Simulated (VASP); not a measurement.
The system is Na3AlO3.

```
CELL_PARAMETERS angstrom
2.94308 -6.38980 0.00000
2.94308 6.38980 0.00000
-1.41556 0.00000 5.33918
ATOMIC_POSITIONS crystal
Na 0.75981 0.24019 0.50000
Na 0.24019 0.75981 0.50000
Na 0.23357 0.23357 0.47075
Na 0.76643 0.76643 0.52924
Na 0.66678 0.33322 0.00000
Na 0.33322 0.66678 0.00000
Al 0.09974 0.90026 0.00000
Al 0.90026 0.09974 0.00000
O 0.95992 0.62654 0.76605
O 0.37346 0.04008 0.23395
O 0.85677 0.85677 0.15123
O 0.62654 0.95992 0.76605
O 0.04008 0.37346 0.23395
O 0.14323 0.14323 0.84877
```

The cell was built by a generator and needn't be a form met in nature.

Base run:

- Program: VASP 6.6.1
- Functional: PBEsol
- Potentials or basis: VASP PAW PBE potentials, release 64 (Na_pv, Al, O)
- Cutoff: 520 eV
- k mesh: 6 × 6 × 6
- Occupations: gaussian, width 0.03 eV
- Spin: no spin polarisation

Its results: band gap on the k mesh 2.46 eV, indirect (least direct gap 2.49 eV); pressure -1.8 GPa; largest force 0.173 eV/Å.

Question: The run is repeated on the same cell with these changes: functional from PBEsol to PBE. What comes out?

Answer: Band gap on the k mesh 2.51 eV, indirect (least direct gap 2.54 eV); pressure 0.0 GPa; largest force 0.005 eV/Å.

PBE binds less tightly than PBEsol, so the same cell stands under more pressure.

Caveats: the PAW data sets were made with another functional, which shifts forces and pressure a little (some runs).
